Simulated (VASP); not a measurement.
A run of VASP 6.6.1 is set up as follows.

The input INCAR:

```
PREC = Accurate
ENCUT = 520
EDIFF = 1E-7
ISMEAR = 0
SIGMA = 0.05
LREAL = F
LASPH = T
NELM = 150
ALGO = Normal
ISIF = 2
LWAVE = F
LCHARG = T
ISPIN = 2
MAGMOM = 2 2 0 0
LORBIT = 11
LMAXMIX = 4
LDAU = T
LDAUTYPE = 2
LDAUL = 2 -1
LDAUU = 6 0
LDAUJ = 0 0
LDAUPRINT = 1
GGA = PE
LELF = T
LVHAR = T
NBANDS = 28
```

File KPOINTS:

```
Automatic mesh
0
Gamma
  7 7 7
```

POSCAR

```
TaN
1.0
    0.0000000000      2.1790013100      2.1790013100
    2.1790013100      0.0000000000      2.1790013100
    4.3580026200      4.3580026200      0.0000000000
Ta N
2 2
Direct
    0.5000000000      0.5000000000      0.2500000000
    0.5000000000      0.5000000000      0.7500000000
    0.0000000000      0.0000000000      0.0000000000
    0.0000000000      0.0000000000      0.5000000000
```

Potentials or basis: VASP PAW PBE potentials, release 64 (Ta_pv, N).

Run with:

```bash
$ cat potpaw_PBE.64/Ta_pv/POTCAR potpaw_PBE.64/N/POTCAR > POTCAR
$ mpirun -np 1 vasp_std > vasp.out
```

Task: Estimate the pressure.

Result: 35.5 GPa.

Task: Estimate the band gap on the k mesh.

Result: None (metal or under the smearing width).

Stress tensor (GPa, compression positive):
```
35.55 -0.30  0.30
-0.30 35.55  0.30
 0.30  0.30 35.55
```

Caveat: a pressure of tens of GPa on the cell as given is suspect, and the run, the potentials or the cell itself is likely at fault. Spin-orbit coupling is left out, which matters for the levels of Ta.
